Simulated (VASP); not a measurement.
Here is the system:

```
CELL_PARAMETERS angstrom
      3.31765     0.00000     0.00000
      0.00000     3.31765     0.00000
      0.00000     0.00000     3.31765
ATOMIC_POSITIONS crystal
  Be 0.00000 0.00000 0.00000
  Te 0.50000 0.50000 0.50000
```

Level of theory: PBEsol GGA, VASP's PBE PAW potentials (set 64) (plane waves; VASP). Settings: 400 eV cut-off, Gaussian smearing of 0.050 eV, potentials Be Te.

Unless said otherwise, spin-orbit coupling is left out, though it shifts the bands of the heavy elements here.

### Question
Estimate the band gap (along the path) with the smallest direct gap where there is one.

### Answer

```yaml
band gap (along the path): none (metal, semimetal or under 0.01 eV)
```

Total energies compare only between runs with the same potentials, cut-off and functional.

The structure was generated: BeTe was put into the CsCl type type (Pm-3m), which need not be its known phase. It was relaxed first, which changed the volume by +30 %.
